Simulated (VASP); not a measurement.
A convergence study with VASP on NaF (rock salt): one setting is varied, all else stays as given below, so the limit is that of these other settings.

```xyz
2
Lattice="0.0000 2.3150 2.3150 2.3150 0.0000 2.3150 2.3150 2.3150 0.0000" Properties=species:S:1:pos:R:3 pbc="T T T"
Na     0.0000     0.0000     0.0000
F      2.3150     2.3150     2.3150
```

Method: PBE GGA, VASP's PBE PAW potentials (set 64) (plane waves; VASP). The tightest run used: 700 eV cut-off, 15×15×15 Monkhorst-Pack mesh, Gaussian smearing of 0.050 eV, potentials Na_pv F.

```json
[
 {"setting": "1×1×1 mesh", "E (eV/atom)": "-2.2211", "pressure (GPa)": "36.95", "irreducible k-points": "1"},
 {"setting": "2×2×2 mesh", "E (eV/atom)": "-4.2836", "pressure (GPa)": "1.99", "irreducible k-points": "2"},
 {"setting": "3×3×3 mesh", "E (eV/atom)": "-4.2793", "pressure (GPa)": "2.06", "irreducible k-points": "4"}
]
```

Q: These are the cheaper rows. Estimate the results at 15×15×15 mesh, and how far the last row shown lies from them.

A: 
```csv
quantity,tightest run,last row shown is off by
E (eV/atom),-4.2824,0.0031
pressure (GPa),2.01,0.05
```

Left out are rungs that failed or repeat a setting and relaxations that didn't move; long series are thinned to 24 rows.

The compound is NaF in the rock salt structure. The cell was not relaxed at this level.
